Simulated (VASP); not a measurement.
Output of a VASP run:

### OUTCAR
```
 ion  position               nearest neighbor table
   1  0.250  0.750  0.500-   2 2.46   2 2.46   2 2.46   2 2.46   2 3.10   2 3.10   2 3.10   2 3.10
  LATTYP: Found a body centered tetragonal cell.
 ALAT       =     4.7427400000
 C/A-ratio  =     0.5605472786
 Subroutine PRICEL returns:
 Original cell was already a primitive cell.
 Subroutine GETGRP returns: Found 16 space group operations
The static configuration has the point symmetry D_2d.
 The point group associated with its full space group is D_4h.
The dynamic configuration has the point symmetry D_2d.
 Subroutine INISYM returns: Found 16 space group operations
 Subroutine IBZKPT returns following result:
 Found    244 irreducible k-points:

 Following reciprocal coordinates:
            Coordinates               Weight
  0.000000  0.000000  0.000000      1.000000
  0.071429 -0.000000  0.000000      8.000000
  0.142857  0.000000  0.000000      8.000000
  0.214286 -0.000000  0.000000      8.000000
  0.285714  0.000000  0.000000      8.000000
  0.357143  0.000000  0.000000      8.000000
  0.428571 -0.000000  0.000000      8.000000
  0.500000  0.000000  0.000000      4.000000
  0.071429  0.071429  0.000000      8.000000
  0.142857  0.071429  0.000000     16.000000
  0.214286  0.071429  0.000000     16.000000
  0.285714  0.071429 -0.000000     16.000000
  0.357143  0.071429 -0.000000     16.000000
  0.428571  0.071429 -0.000000     16.000000
  0.500000  0.071429  0.000000     16.000000
 -0.428571  0.071429 -0.000000     16.000000
 -0.357143  0.071429 -0.000000     16.000000
 -0.285714  0.071429  0.000000     16.000000
 -0.214286  0.071429  0.000000     16.000000
 -0.142857  0.071429  0.000000     16.000000
 -0.071429  0.071429  0.000000      4.000000
  0.142857  0.142857  0.000000      8.000000
  0.214286  0.142857 -0.000000     16.000000
  0.285714  0.142857  0.000000     16.000000
  0.357143  0.142857  0.000000     16.000000
  0.428571  0.142857 -0.000000     16.000000
  0.500000  0.142857  0.000000     16.000000
 -0.428571  0.142857 -0.000000     16.000000
 -0.357143  0.142857 -0.000000     16.000000
 -0.285714  0.142857  0.000000     16.000000
 -0.214286  0.142857 -0.000000     16.000000
 -0.142857  0.142857  0.000000      4.000000
  0.214286  0.214286  0.000000      8.000000
  0.285714  0.214286  0.000000     16.000000
  0.357143  0.214286  0.000000     16.000000
  0.428571  0.214286  0.000000     16.000000
  0.500000  0.214286  0.000000     16.000000
 -0.428571  0.214286 -0.000000     16.000000
 -0.357143  0.214286 -0.000000     16.000000
 -0.285714  0.214286  0.000000     16.000000
   k-points           NKPTS =    244   k-points in BZ     NKDIM =    244   number of bands    NBANDS=      8
   number of dos      NEDOS =    301   number of ions     NIONS =      2
   total plane-waves  NPLWV =  13824
   dimension x,y,z NGX =    24 NGY =   24 NGZ =   24
   dimension x,y,z NGXF=    48 NGYF=   48 NGZF=   48
   ions per type =               2
   PREC   = accura    normal or accurate (medium, high low for compatibility)
   ISTART =      0    job   : 0-new  1-cont  2-samecut
   ICHARG =      2    charge: 1-file 2-atom 10-const
   ISPIN  =      1    spin polarized calculation?
   LNONCOLLINEAR =      F non collinear calculations
   LSORBIT =      F    spin-orbit coupling
   INIWAV =      1    electr: 0-lowe 1-rand  2-diag
   ENCUT  =  400.0 eV  29.40 Ry    5.42 a.u.   5.88  5.88  5.88*2*pi/ulx,y,z
   NELM   =    100;   NELMIN=  2; NELMDL= -5     # of ELM steps
   EDIFF  = 0.1E-05   stopping-criterion for ELM
   LREAL  =      F    real-space projection
   NLSPLINE    = F    spline interpolate recip. space projectors
   LMAXMIX     =    2 max onsite mixed and CHGCAR
   VOSKOWN=      0    Vosko Wilk Nusair interpolation
   EDIFFG = -.1E-01   stopping-criterion for IOM
   NSW    =     60    number of steps for IOM
   NBLOCK =      1;   KBLOCK =     60    inner block; outer block
...
```

File OSZICAR:
```
       N       E                     dE             d eps       ncg     rms          rms(c)
DAV:   1    -0.499954301010E+01   -0.49995E+01   -0.30937E+03  3928   0.699E+02
DAV:   2    -0.175991919541E+02   -0.12600E+02   -0.12154E+02  5656   0.709E+01
DAV:   3    -0.177360500093E+02   -0.13686E+00   -0.13568E+00  5336   0.896E+00
DAV:   4    -0.177364372257E+02   -0.38722E-03   -0.38696E-03  6104   0.447E-01
DAV:   5    -0.177364380871E+02   -0.86138E-06   -0.86225E-06  5400   0.889E-03    0.543E+00
DAV:   6    -0.166324015782E+02    0.11040E+01   -0.20660E-01  4224   0.368E+00    0.363E+00
DAV:   7    -0.168307690713E+02   -0.19837E+00   -0.12249E-01  3952   0.349E+00    0.564E-01
DAV:   8    -0.166755959311E+02    0.15517E+00   -0.98977E-02  3992   0.272E+00    0.214E-01
DAV:   9    -0.166776789572E+02   -0.20830E-02   -0.17700E-03  6232   0.488E-01    0.791E-02
DAV:  10    -0.166768658574E+02    0.81310E-03   -0.64590E-04  4200   0.291E-01    0.438E-02
DAV:  11    -0.166776892645E+02   -0.82341E-03   -0.47766E-04  4144   0.332E-01    0.124E-02
DAV:  12    -0.166777448869E+02   -0.55622E-04   -0.36212E-05  5320   0.621E-02    0.561E-03
DAV:  13    -0.166777673164E+02   -0.22430E-04   -0.34253E-05  4224   0.501E-02    0.624E-03
DAV:  14    -0.166777711833E+02   -0.38669E-05   -0.16345E-06  3600   0.167E-02    0.335E-03
DAV:  15    -0.166777702439E+02    0.93938E-06   -0.22379E-06  4368   0.167E-02
   1 F= -.16677770E+02 E0= -.16677804E+02  d E =-.166778E+02
       N       E                     dE             d eps       ncg     rms          rms(c)
DAV:   1    -0.166807319564E+02   -0.29608E-02   -0.19003E-01  5216   0.261E+00    0.476E-01
DAV:   2    -0.166805271589E+02    0.20480E-03   -0.55015E-03  5000   0.606E-01    0.295E-01
DAV:   3    -0.166801984732E+02    0.32869E-03   -0.15415E-03  4368   0.340E-01    0.839E-02
DAV:   4    -0.166804430219E+02   -0.24455E-03   -0.20755E-04  5160   0.110E-01    0.828E-02
DAV:   5    -0.166803910813E+02    0.51941E-04   -0.74294E-05  4216   0.103E-01    0.351E-02
DAV:   6    -0.166804626038E+02   -0.71523E-04   -0.10583E-04  4120   0.106E-01    0.110E-02
DAV:   7    -0.166804647028E+02   -0.20991E-05   -0.42155E-06  4760   0.256E-02    0.169E-03
DAV:   8    -0.166804654903E+02   -0.78750E-06   -0.13086E-07  2296   0.523E-03
   2 F= -.16680465E+02 E0= -.16680382E+02  d E =-.269525E-02
       N       E                     dE             d eps       ncg     rms          rms(c)
DAV:   1    -0.166820238713E+02   -0.15592E-02   -0.28212E-02  5096   0.101E+00    0.182E-01
DAV:   2    -0.166819690225E+02    0.54849E-04   -0.77759E-04  5096   0.229E-01    0.113E-01
DAV:   3    -0.166819105690E+02    0.58454E-04   -0.21986E-04  4320   0.131E-01    0.332E-02
DAV:   4    -0.166819526631E+02   -0.42094E-04   -0.30869E-05  5040   0.431E-02    0.325E-02
DAV:   5    -0.166819474185E+02    0.52446E-05   -0.93549E-06  4344   0.339E-02    0.149E-02
DAV:   6    -0.166819608404E+02   -0.13422E-04   -0.15431E-05  4152   0.365E-02    0.474E-03
DAV:   7    -0.166819605764E+02    0.26397E-06   -0.36315E-07  2280   0.676E-03
   3 F= -.16681961E+02 E0= -.16681899E+02  d E =-.419033E-02
```

### OUTCAR
```
------------------------ aborting loop because EDIFF is reached ----------------------------------------
  FORCE on cell =-STRESS in cart. coord.  units (eV):
  Direction    XX          YY          ZZ          XY          YZ          ZX
  --------------------------------------------------------------------------------------
  Total       -0.0025471     -0.0025471      0.0125579      0.0000000      0.0000000      0.0000000
  in kB       -0.1338920     -0.1338920      0.6601146      0.0000000      0.0000000      0.0000000
  external PRESSURE =       0.1307769 kB  Pullay stress =       0.0000000 kB
  volume of cell :       30.48
      direct lattice vectors                 reciprocal lattice vectors
    -2.388604969  2.388604969  1.335553323     0.000000000  0.209327204  0.374376666
     2.388604969 -2.388604969  1.335553323     0.209327204  0.000000000  0.374376666
     2.388604969  2.388604969 -1.335553323     0.209327204  0.209327204  0.000000000
 POSITION                                       TOTAL-FORCE (eV/Angst)
 -----------------------------------------------------------------------------------
      2.38860      0.00000      0.66778        -0.000000      0.000000     -0.000000
      0.00000      0.00000      1.33555         0.000000     -0.000000      0.000000
 -----------------------------------------------------------------------------------
    total drift:                               -0.000000      0.000000     -0.000000
  FREE ENERGIE OF THE ION-ELECTRON SYSTEM (eV)
  ---------------------------------------------------
  free  energy   TOTEN  =       -16.6819605764 eV

  energy  without entropy=      -16.6817761754  energy(sigma->0) =      -16.68189911

 reached required accuracy - stopping structural energy minimisation
```
(Selected blocks of OUTCAR.)

File POSCAR:
```
Si
1
   -2.3713700000     2.3713700000     1.3292650000
    2.3713700000    -2.3713700000     1.3292650000
    2.3713700000     2.3713700000    -1.3292650000
Si
2
Direct
  0.2500000000   0.7500000000   0.5000000000
  0.5000000000   0.5000000000   0.0000000000
```

**Question.** Reconstruct the remaining input files.

**Answer.** This is not unique; one that fits is the input of the run itself, r2SCAN meta-GGA, plane waves, VASP's PBE PAW potentials (set 64).

### INCAR
```
SYSTEM = Si
PREC = Accurate; ENCUT = 400; LREAL = .FALSE.
LASPH = .TRUE.
EDIFF = 1E-6; NELM = 100; ALGO = Normal
LMIXTAU = .TRUE.
ISMEAR = 1; SIGMA = 0.1
METAGGA = R2SCAN
IBRION = 2; NSW = 60; ISIF = 3
EDIFFG = -0.01
LWAVE = .FALSE.; LCHARG = .FALSE.
```

**KPOINTS**
```
kpoints
0
Gamma
14 14 14
```

POTCAR, in this order: Si (PBE.64 set). Program: vasp_std.

The structure comes from a computed database's Si entry (I4_1/amd); how it stands against other phases isn't given here. This run relaxes it. Symmetry was kept, so distortions that lower it aren't found.
